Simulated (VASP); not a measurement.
Computed with revPBE GGA, VASP's PBE PAW potentials (set 64) (plane waves; VASP).

A VASP calculation is set up with these files.

POSCAR:
```
MgI2
1
    2.1311537164    -3.6912660591     0.0000000000
    2.1311537164     3.6912660591    -0.0000000000
    0.0000000000    -0.0000000000     8.7424749383
Mg I
1 2
Direct
  0.0000000000   0.0000000000   1.0000000000
  0.3333330000   0.6666670000   0.1917340556
  0.6666670000   0.3333330000   0.8082659444
```

### INCAR
```
SYSTEM = MgI2
PREC = Accurate
ENCUT = 520
EDIFF = 1E-7
NELM = 100
ALGO = Normal
LREAL = .FALSE.
LASPH = .TRUE.
ISMEAR = -5
GGA = RE
LMAXMIX = 4
LWAVE = .FALSE.
LCHARG = .TRUE.
LORBIT = 11
NEDOS = 601
ISIF = 2
LEFG = .TRUE.
```

**KPOINTS**
```
Automatic mesh
0
Gamma
7 7 3
0 0 0
```

POTCAR, in this order: Mg I (PBE.64 set). Program: vasp_std.

Output of the run:

**OSZICAR**
```
       N       E                     dE             d eps       ncg     rms          rms(c)
DAV:   1     0.849638506987E+02    0.84964E+02   -0.56222E+03   480   0.101E+03
DAV:   2    -0.383244890752E+00   -0.85347E+02   -0.80717E+02   768   0.151E+02
DAV:   3    -0.718542816669E+01   -0.68022E+01   -0.67735E+01   608   0.502E+01
DAV:   4    -0.733563739755E+01   -0.15021E+00   -0.15017E+00   620   0.941E+00
DAV:   5    -0.733906808698E+01   -0.34307E-02   -0.34305E-02   628   0.152E+00    0.375E+00
DAV:   6    -0.718404323061E+01    0.15502E+00   -0.19097E-01   508   0.240E+00    0.268E+00
DAV:   7    -0.715862493757E+01    0.25418E-01   -0.18800E-01   524   0.245E+00    0.821E-01
DAV:   8    -0.715678101673E+01    0.18439E-02   -0.12689E-02   564   0.690E-01    0.260E-01
DAV:   9    -0.715706097640E+01   -0.27996E-03   -0.14734E-03   584   0.275E-01    0.963E-02
DAV:  10    -0.715704745076E+01    0.13526E-04   -0.38258E-05   600   0.538E-02    0.487E-02
DAV:  11    -0.715706302959E+01   -0.15579E-04   -0.45277E-05   564   0.526E-02    0.316E-02
DAV:  12    -0.715706432735E+01   -0.12978E-05   -0.22394E-06   616   0.112E-02    0.127E-02
DAV:  13    -0.715706445948E+01   -0.13213E-06   -0.58976E-08   452   0.211E-03    0.102E-02
DAV:  14    -0.715706522461E+01   -0.76513E-06   -0.80183E-07   556   0.707E-03    0.261E-03
DAV:  15    -0.715706521582E+01    0.87859E-08   -0.26303E-08   440   0.119E-03
   1 F= -.71570652E+01 E0= -.71570652E+01  d E =0.000000E+00
```

OUTCAR:
```
------------------------ aborting loop because EDIFF is reached ----------------------------------------
  FORCE on cell =-STRESS in cart. coord.  units (eV):
  Direction    XX          YY          ZZ          XY          YZ          ZX
  --------------------------------------------------------------------------------------
  Total        0.0026682      0.0026682      0.0208273      0.0000000      0.0000000      0.0000000
  in kB        0.0310799      0.0310799      0.2425988      0.0000000      0.0000000      0.0000000
  external PRESSURE =       0.1015862 kB  Pullay stress =       0.0000000 kB
  volume of cell :      137.55
      direct lattice vectors                 reciprocal lattice vectors
     2.131153716 -3.691266059  0.000000000     0.234614705 -0.135454880  0.000000000
     2.131153716  3.691266059  0.000000000     0.234614705  0.135454880  0.000000000
     0.000000000  0.000000000  8.742474938     0.000000000  0.000000000  0.114384085
 POSITION                                       TOTAL-FORCE (eV/Angst)
 -----------------------------------------------------------------------------------
      0.00000      0.00000      0.00000        -0.000000     -0.000000      0.000000
      2.13115      1.23042      1.67623         0.000000     -0.000000     -0.007635
      2.13115     -1.23042      7.06624        -0.000000      0.000000      0.007635
 -----------------------------------------------------------------------------------
    total drift:                                0.000000      0.000000      0.000000
  FREE ENERGIE OF THE ION-ELECTRON SYSTEM (eV)
  ---------------------------------------------------
  free  energy   TOTEN  =        -7.1570652158 eV

  energy  without entropy=       -7.1570652158  energy(sigma->0) =       -7.15706522

 total charge

# of ion       s       p       d       tot
------------------------------------------
    1        0.131   0.099   0.024   0.253
    2        1.504   2.825   0.010   4.339
    3        1.504   2.825   0.010   4.339
--------------------------------------------------
tot          3.139   5.749   0.044   8.932

 Electric field gradients after diagonalization (V/A^2)
 (convention: |V_zz| > |V_xx| > |V_yy|)
----------------------------------------------------------------------
 ion       V_xx      V_yy      V_zz     asymmetry (V_yy - V_xx)/ V_zz
----------------------------------------------------------------------
   1      -0.312    -0.312     0.624       0.000
   2      30.150    30.149   -60.299       0.000
   3      30.150    30.149   -60.299       0.000
```
(Selected blocks of OUTCAR.)

Without a dispersion term in the relaxation, distances and binding between the weakly bound layers, chains or molecules are unreliable, and so is what depends on them.

The compound is MgI2 in the 1T layered structure. It was relaxed first, which changed the volume by +34 %.
